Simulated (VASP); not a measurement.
Data:

```
CELL_PARAMETERS angstrom
      0.00000     2.24760     2.24760
      2.24760     0.00000     2.24760
      2.24760     2.24760     0.00000
ATOMIC_POSITIONS crystal
  Hf 0.00000 0.00000 0.00000
  N  0.50000 0.50000 0.50000
```

Method: MS2 meta-GGA, VASP's PBE PAW potentials (set 64) (plane waves; VASP). Run with 520 eV cut-off, 16×16×16 Γ-centred mesh, tetrahedra with Blöchl corrections, potentials Hf_pv N.

### Question
Give the energies of bands 5 to 10 at the high-symmetry points, in eV from the Fermi level.

### Answer

```json
[
 {"band": "5", "Γ": "-3.20", "X": "-5.62", "U": "-6.61", "L": "-9.25", "W": "-6.45"},
 {"band": "6", "Γ": "-3.20", "X": "-3.96", "U": "-5.75", "L": "-6.48", "W": "-5.69"},
 {"band": "7", "Γ": "-3.20", "X": "-3.88", "U": "-5.20", "L": "-6.48", "W": "-5.69"},
 {"band": "8", "Γ": "-0.39", "X": "-3.88", "U": "-0.91", "L": "3.37", "W": "1.14"},
 {"band": "9", "Γ": "-0.39", "X": "4.34", "U": "3.97", "L": "3.76", "W": "1.14"},
 {"band": "10", "Γ": "-0.39", "X": "5.60", "U": "4.51", "L": "3.76", "W": "5.61"}
]
```

It has no gap at this level: it comes out as a metal or semimetal.

The compound is HfN in the rock salt structure. It was relaxed first. The electron count is odd and the run is not spin-polarised, which forces a metal.
